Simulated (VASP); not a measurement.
# O on Ag(100): which site?, part 6 of 7

Where does O sit on Ag(100), and how strongly does it bind?

VASP 6.6.1, plane waves and PAW; the level of theory is named at each step.

So far. Step 8 (Potential and states with the adsorbate, site ontop): The vacuum level lies 6.23 eV above the Fermi level at the upper face; the two faces differ by 2.24 eV, the step that the slab's dipole of 0.439 e·Å makes. Step 9 (Relaxing the adsorbate, site hollow): The run ended after 20 ionic steps, 0.253 eV below its first step, once the forces on the free atoms met EDIFFG = -0.03.

## Step 10: Potential and states with the adsorbate, site hollow

Level of this step: RPBE; plane waves and PAW (Ag, O) (VASP).

Input file INCAR:

```
SYSTEM = Ag16O
PREC = Normal
ENCUT = 440
EDIFF = 1E-06
NELM = 120
ISMEAR = 1
SIGMA = 0.15
LREAL = Auto
ALGO = Fast
GGA = RP
NBANDS = 112
LASPH = .TRUE.
LORBIT = 11
LWAVE = .FALSE.
LCHARG = .FALSE.
KPAR = 2
NCORE = 2
IDIPOL = 3
LDIPOL = .TRUE.
DIPOL = 0.5 0.5 0.51
LVHAR = .TRUE.
LVACPOTAV = .TRUE.
NEDOS = 1500
```

Input file POSCAR:

```
Ag16O
1.0
    5.9540166507      0.0000000000      0.0000000000
    0.0000000000      5.9540166507      0.0000000000
    0.0000000000      0.0000000000     21.3151883235
Ag O
16 1
Selective dynamics
Direct
    0.2500000000      0.2500000000      0.3518617800  F F F
    0.7500000000      0.2500000000      0.3518617800  F F F
    0.2500000000      0.7500000000      0.3518617800  F F F
    0.7500000000      0.7500000000      0.3518617800  F F F
    0.0000000000      0.0000000000      0.4506205900  F F F
    0.5000000000      0.0000000000      0.4506205900  F F F
    0.0000000000      0.5000000000      0.4506205900  F F F
    0.5000000000      0.5000000000      0.4506205900  F F F
    0.2500000000      0.2500000000      0.5460753867  T T T
    0.7500000000      0.2500000000      0.5480911201  T T T
    0.2500000000      0.7500000000      0.5480911201  T T T
    0.7500000000      0.7500000000      0.5520630238  T T T
    0.9934516832      0.9934516832      0.6479154060  T T T
    0.5065483168      0.9934516832      0.6479154060  T T T
    0.9934516832      0.5065483168      0.6479154060  T T T
    0.5065483168      0.5065483168      0.6479154060  T T T
    0.2500000000      0.2500000000      0.6810151203  T T T
```

Input file KPOINTS:

```
Automatic mesh
0
Gamma
4 4 1
0 0 0
```

PAW data sets: Ag and O (PBE family, release 64).

Launch:

```bash
> mpirun -np 4 vasp_std
```

Log:

```text
[... set-up lines as in an earlier step ...]
 entering main loop
       N       E                     dE             d eps       ncg     rms          rms(c)
DAV:   1     0.107515233356E+04    0.10752E+04   -0.76417E+04  1352   0.123E+03
DAV:   2     0.147349664761E+02   -0.10604E+04   -0.10029E+04  1464   0.284E+02
DAV:   3    -0.417792315880E+02   -0.56514E+02   -0.54816E+02  1488   0.589E+01
DAV:   4    -0.431681183485E+02   -0.13889E+01   -0.13842E+01  1472   0.931E+00
[...]
RMM:  24    -0.377802308160E+02   -0.64487E-05   -0.17950E-07   495   0.643E-04    0.406E-04
RMM:  25    -0.377802348600E+02   -0.40440E-05   -0.23465E-07   668   0.851E-04    0.363E-04
RMM:  26    -0.377802356172E+02   -0.75716E-06   -0.24588E-08   388   0.520E-04
 [... a notice as in an earlier step ...]

   1 F= -.37780236E+02 E0= -.37775496E+02  d E =-.142202E-01
```

It took 89 s on 4 MPI ranks of AMD EPYC 7R43, shared host; peak memory 1.1 GiB.

Parts of OUTCAR (step 10):

```text
  Total       -1.9053894     -1.9053894     -2.1505545      0.0000000      0.0000000      0.0000000
  in kB       -4.0400343     -4.0400343     -4.5598627      0.0000000      0.0000000      0.0000000
  external PRESSURE =      -4.2133105 kB  Pullay stress =       0.0000000 kB

 POSITION                                       TOTAL-FORCE (eV/Angst)
 -----------------------------------------------------------------------------------
      1.48850      1.48850      7.50000        -0.000000      0.000000      0.137868
      4.46551      1.48850      7.50000        -0.000000      0.000000      0.104956
      1.48850      4.46551      7.50000        -0.000000      0.000000      0.104956
      4.46551      4.46551      7.50000        -0.000000      0.000000      0.195283
      0.00000      0.00000      9.60506        -0.057653     -0.057653     -0.108934
      2.97701      0.00000      9.60506         0.057653     -0.057653     -0.108934
      0.00000      2.97701      9.60506        -0.057653      0.057653     -0.108934
      2.97701      2.97701      9.60506         0.057653      0.057653     -0.108934
      1.48850      1.48850     11.63970        -0.000000      0.000000     -0.033438
      4.46551      1.48850     11.68267        -0.000000      0.000000     -0.003249
      1.48850      4.46551     11.68267        -0.000000      0.000000     -0.003249
      4.46551      4.46551     11.76733        -0.000000      0.000000     -0.001008
      5.91503      5.91503     13.81044         0.002734      0.002734     -0.017040
      3.01600      5.91503     13.81044        -0.002734      0.002734     -0.017040
[...]
-----------------------------------------------------------------------------------
    total drift:                                0.000000      0.000000     -0.074322

  FREE ENERGIE OF THE ION-ELECTRON SYSTEM (eV)
  ---------------------------------------------------
  free  energy   TOTEN  =       -37.7802356172 eV

  energy  without entropy=      -37.7660153941  energy(sigma->0) =      -37.77549554

[... 2 parts as in an earlier step ...]

[... 1 further part left out ...]
[key lines of the parts left out:]
E-fermi :   0.4745
```

The map of layer states is cut here 0.5 eV above the Fermi level, so it leaves out the states above that.

At the end the adsorbate's closest contact with the slab is O-Ag at 2.27 Å, 2.16 Å to the side of the slab's atom, and its lowest atom lies 0.71 Å above the highest atom of the slab.

The vacuum level lies 4.58 eV above the Fermi level at the upper face; the two faces differ by 0.71 eV, the step that the slab's dipole of 0.139 e·Å makes.

VASP counts the dipole in electrons times Å, so a positive number points the physical dipole along −c.

The program found no field-free point at its default tolerance, but its printed level agrees with the flat part of the planar average.

On this mesh the fine structure of the density of states is sampling noise, and high empty states may be cut by the number of bands.

## Step 11: Relaxing the adsorbate, site bridge

Input file INCAR:

```
SYSTEM = Ag16O
PREC = Normal
ENCUT = 440
EDIFF = 1E-05
NELM = 120
ISMEAR = 1
SIGMA = 0.15
LREAL = Auto
ALGO = Fast
GGA = RP
NBANDS = 112
LASPH = .TRUE.
LORBIT = 11
LWAVE = .FALSE.
LCHARG = .FALSE.
KPAR = 2
NCORE = 2
IBRION = 2
NSW = 50
ISIF = 2
EDIFFG = -0.03
POTIM = 0.4
MAXMIX = 40
IDIPOL = 3
LDIPOL = .TRUE.
DIPOL = 0.5 0.5 0.511
```

Input file POSCAR:

```
Ag16O
1.0
    5.9540166507      0.0000000000      0.0000000000
    0.0000000000      5.9540166507      0.0000000000
    0.0000000000      0.0000000000     21.3151883235
Ag O
16 1
Selective dynamics
Direct
    0.2500000000      0.2500000000      0.3518617800  F F F
    0.7500000000      0.2500000000      0.3518617800  F F F
    0.2500000000      0.7500000000      0.3518617800  F F F
    0.7500000000      0.7500000000      0.3518617800  F F F
    0.0000000000      0.0000000000      0.4506205900  F F F
    0.5000000000      0.0000000000      0.4506205900  F F F
    0.0000000000      0.5000000000      0.4506205900  F F F
    0.5000000000      0.5000000000      0.4506205900  F F F
    0.2500000000      0.2500000000      0.5489664900  T T T
    0.7500000000      0.2500000000      0.5489664900  T T T
    0.2500000000      0.7500000000      0.5489664900  T T T
    0.7500000000      0.7500000000      0.5489664900  T T T
    0.0000000000      0.0000000000      0.6442746800  T T T
    0.5000000000      0.0000000000      0.6442746800  T T T
    0.0000000000      0.5000000000      0.6442746800  T T T
    0.5000000000      0.5000000000      0.6442746800  T T T
    0.2500000000      0.0000000000      0.7099555500  T T T
```

KPOINTS is that of step 10.

Launch:

```bash
> mpirun -np 4 vasp_std
```

Log:

```text
[... set-up lines as in an earlier step ...]
 entering main loop
       N       E                     dE             d eps       ncg     rms          rms(c)
DAV:   1     0.107626289972E+04    0.10763E+04   -0.76465E+04  2024   0.123E+03
DAV:   2     0.136039504837E+02   -0.10627E+04   -0.10036E+04  2216   0.284E+02
DAV:   3    -0.420001224789E+02   -0.55604E+02   -0.54136E+02  2248   0.590E+01
DAV:   4    -0.433089956469E+02   -0.13089E+01   -0.13052E+01  2184   0.916E+00
[...]
RMM:  23    -0.369138257067E+02   -0.28545E-04   -0.27255E-06   871   0.316E-03    0.378E-03
RMM:  24    -0.369138375720E+02   -0.11865E-04   -0.12526E-06   713   0.268E-03    0.239E-03
RMM:  25    -0.369138405661E+02   -0.29941E-05   -0.41509E-07   551   0.208E-03
   1 F= -.36913841E+02 E0= -.36900389E+02  d E =-.369138E+02
[... from here on, the cycles between the ionic steps are left out ...]
   2 F= -.36945947E+02 E0= -.36932295E+02  d E =-.321065E-01
   3 F= -.36954715E+02 E0= -.36941051E+02  d E =-.408744E-01
   4 F= -.36971444E+02 E0= -.36958163E+02  d E =-.167291E-01
   5 F= -.36983559E+02 E0= -.36970963E+02  d E =-.288439E-01
   6 F= -.36984803E+02 E0= -.36972513E+02  d E =-.300882E-01
   7 F= -.36987635E+02 E0= -.36975409E+02  d E =-.283192E-02
   8 F= -.36987637E+02 E0= -.36975409E+02  d E =-.283392E-02
   9 F= -.36989271E+02 E0= -.36977167E+02  d E =-.163372E-02
  10 F= -.36990053E+02 E0= -.36978118E+02  d E =-.241595E-02
  11 F= -.36990099E+02 E0= -.36978185E+02  d E =-.246195E-02
  12 F= -.36990150E+02 E0= -.36978285E+02  d E =-.251332E-02
  13 F= -.36990671E+02 E0= -.36978904E+02  d E =-.520526E-03
  14 F= -.36991731E+02 E0= -.36980263E+02  d E =-.158044E-02
  15 F= -.36991962E+02 E0= -.36980628E+02  d E =-.181147E-02
  16 F= -.36992513E+02 E0= -.36981200E+02  d E =-.550990E-03
  17 F= -.36992909E+02 E0= -.36981640E+02  d E =-.946686E-03
  18 F= -.36991388E+02 E0= -.36980251E+02  d E =0.573998E-03
  19 F= -.36992872E+02 E0= -.36981639E+02  d E =-.910508E-03
  20 F= -.36992541E+02 E0= -.36981347E+02  d E =-.579063E-03
[...]
reached required accuracy - stopping structural energy minimisation
```

Run time: 14 min. Hardware: 4 MPI ranks; peak memory 1.5 GiB; 56 min of CPU time.

From OUTCAR (step 11):

```text
  Total       -1.6914549     -3.4597149     -1.1172104      0.0000000      0.0000000      0.0000000
  in kB       -3.5864249     -7.3357012     -2.3688430      0.0000000      0.0000000      0.0000000
  external PRESSURE =      -4.4303230 kB  Pullay stress =       0.0000000 kB

 POSITION                                       TOTAL-FORCE (eV/Angst)
 -----------------------------------------------------------------------------------
      1.48850      1.48850      7.50000         0.000000     -0.026521      0.054331
      4.46551      1.48850      7.50000         0.000000     -0.046764      0.091752
      1.48850      4.46551      7.50000         0.000000      0.026521      0.054331
      4.46551      4.46551      7.50000         0.000000      0.046764      0.091752
      0.00000      0.00000      9.60506         0.009442      0.000000     -0.081111
      2.97701      0.00000      9.60506        -0.009442      0.000000     -0.081111
      0.00000      2.97701      9.60506        -0.060102      0.000000     -0.031860
      2.97701      2.97701      9.60506         0.060102      0.000000     -0.031860
      1.48850      1.48706     11.72057        -0.000000      0.025999      0.003591
      4.46551      1.47900     11.73413         0.000000      0.001452     -0.014995
      1.48850      4.46696     11.72057        -0.000000     -0.025999      0.003591
      4.46551      4.47502     11.73413         0.000000     -0.001452     -0.014995
      5.85072      5.95402     13.83280         0.022914      0.000000      0.004062
      3.08030      5.95402     13.83280        -0.022914      0.000000      0.004062
[...]
-----------------------------------------------------------------------------------
    total drift:                                0.000000      0.000000     -0.188667

  FREE ENERGIE OF THE ION-ELECTRON SYSTEM (eV)
  ---------------------------------------------------
  free  energy   TOTEN  =       -36.9925409072 eV

  energy  without entropy=      -36.9589579490  energy(sigma->0) =      -36.98134659

[... 2 parts as in an earlier step ...]

[... 2 further parts left out ...]
[key lines of the parts left out:]
E-fermi :   0.0759
```

The run keeps the 4 symmetry operations of its start, so it cannot find a distortion of lower symmetry.

Step by step:

```csv
step,energy less that of the first step (eV),largest force (eV/Å)
1,0.0000,0.6959
2,-0.0321,0.3994
3,-0.0409,0.4522
4,-0.0576,0.3423
5,-0.0697,0.1961
6,-0.0710,0.1364
7,-0.0738,0.0896
8,-0.0738,0.0903
9,-0.0754,0.0563
10,-0.0762,0.0414
11,-0.0763,0.0440
12,-0.0763,0.0477
13,-0.0768,0.0363
14,-0.0779,0.0365
15,-0.0781,0.0469
16,-0.0787,0.0315
17,-0.0791,0.0383
18,-0.0775,0.0549
19,-0.0790,0.0412
20,-0.0787,0.0284
```

The atoms that moved most (Å):

```csv
atom,dx,dy,dz,length
Ag13,-0.103,0.000,0.100,0.144
Ag14,0.103,0.000,0.100,0.144
Ag15,-0.017,0.000,0.048,0.051
Ag16,0.017,0.000,0.048,0.051
Ag10,0.000,-0.010,0.033,0.034
Ag12,0.000,0.010,0.033,0.034
Ag9,0.000,-0.001,0.019,0.019
Ag11,0.000,0.001,0.019,0.019
```

The relaxed structure:

```xyz
17
Lattice="5.9540 0.0000 0.0000 0.0000 5.9540 0.0000 0.0000 0.0000 21.3152" Properties=species:S:1:pos:R:3
Ag    1.4885    1.4885    7.5000
Ag    4.4655    1.4885    7.5000
Ag    1.4885    4.4655    7.5000
Ag    4.4655    4.4655    7.5000
Ag    0.0000    0.0000    9.6051
Ag    2.9770    0.0000    9.6051
Ag    0.0000    2.9770    9.6051
Ag    2.9770    2.9770    9.6051
Ag    1.4885    1.4871   11.7206
Ag    4.4655    1.4790   11.7341
Ag    1.4885    4.4670   11.7206
Ag    4.4655    4.4750   11.7341
Ag   -0.1033    0.0000   13.8328
Ag    3.0803    0.0000   13.8328
Ag   -0.0168    2.9770   13.7813
Ag    2.9938    2.9770   13.7813
O     1.4885    0.0000   15.1430
```

The run ended after 20 ionic steps, 0.079 eV below its first step, once the forces on the free atoms met EDIFFG = -0.03.

## Step 12: Potential and states with the adsorbate, site bridge

Input file INCAR:

```
SYSTEM = Ag16O
PREC = Normal
ENCUT = 440
EDIFF = 1E-06
NELM = 120
ISMEAR = 1
SIGMA = 0.15
LREAL = Auto
ALGO = Fast
GGA = RP
NBANDS = 112
LASPH = .TRUE.
LORBIT = 11
LWAVE = .FALSE.
LCHARG = .FALSE.
KPAR = 2
NCORE = 2
IDIPOL = 3
LDIPOL = .TRUE.
DIPOL = 0.5 0.5 0.512
LVHAR = .TRUE.
LVACPOTAV = .TRUE.
NEDOS = 1500
```

Input file POSCAR:

```
Ag16O
1.0
    5.9540166507      0.0000000000      0.0000000000
    0.0000000000      5.9540166507      0.0000000000
    0.0000000000      0.0000000000     21.3151883235
Ag O
16 1
Selective dynamics
Direct
    0.2500000000      0.2500000000      0.3518617800  F F F
    0.7500000000      0.2500000000      0.3518617800  F F F
    0.2500000000      0.7500000000      0.3518617800  F F F
    0.7500000000      0.7500000000      0.3518617800  F F F
    0.0000000000      0.0000000000      0.4506205900  F F F
    0.5000000000      0.0000000000      0.4506205900  F F F
    0.0000000000      0.5000000000      0.4506205900  F F F
    0.5000000000      0.5000000000      0.4506205900  F F F
    0.2500000000      0.2497576684      0.5498695887  T T T
    0.7500000000      0.2484035013      0.5505056002  T T T
    0.2500000000      0.7502423316      0.5498695887  T T T
    0.7500000000      0.7515964987      0.5505056002  T T T
    0.9826517129      0.0000000000      0.6489645299  T T T
    0.5173482871      0.0000000000      0.6489645299  T T T
    0.9971761445      0.5000000000      0.6465500195  T T T
    0.5028238555      0.5000000000      0.6465500195  T T T
    0.2500000000      0.0000000000      0.7104302156  T T T
```

KPOINTS is that of step 11.

Launch:

```bash
> mpirun -np 4 vasp_std
```

Log:

```text
[... set-up lines as in an earlier step ...]
 entering main loop
       N       E                     dE             d eps       ncg     rms          rms(c)
DAV:   1     0.107404602586E+04    0.10740E+04   -0.76426E+04  2024   0.123E+03
DAV:   2     0.128170149817E+02   -0.10612E+04   -0.10017E+04  2216   0.284E+02
DAV:   3    -0.421835719977E+02   -0.55001E+02   -0.53556E+02  2288   0.588E+01
DAV:   4    -0.433775272003E+02   -0.11940E+01   -0.11917E+01  2184   0.882E+00
[...]
RMM:  25    -0.369925405043E+02   -0.39404E-05   -0.36547E-07  1390   0.132E-03    0.537E-04
RMM:  26    -0.369925424670E+02   -0.19628E-05   -0.15533E-07   791   0.732E-04    0.537E-04
RMM:  27    -0.369925426841E+02   -0.21706E-06   -0.24419E-08   588   0.586E-04
 [... a notice as in an earlier step ...]

   1 F= -.36992543E+02 E0= -.36981348E+02  d E =-.335850E-01
```

Elapsed: 2.5 min, on 4 MPI ranks; peak memory 1.3 GiB; 10 min of CPU time.

(Continued in part 7 of 7.)

[Lines on the potential files, build, host, timing and source positions are cut from VASP's logs without a mark.]

[Logs are printed without paths, hosts, clocks, repeated set-up lines and the standing remarks that a program may print on its own settings, such as how far it seeks lower states.]

[Hosts, paths, dates, database ids (printed as entryN), source tags and the programs' standing remarks are cut or masked in the printed files.]

[Runs that stopped without an error message from VASP are left out.]
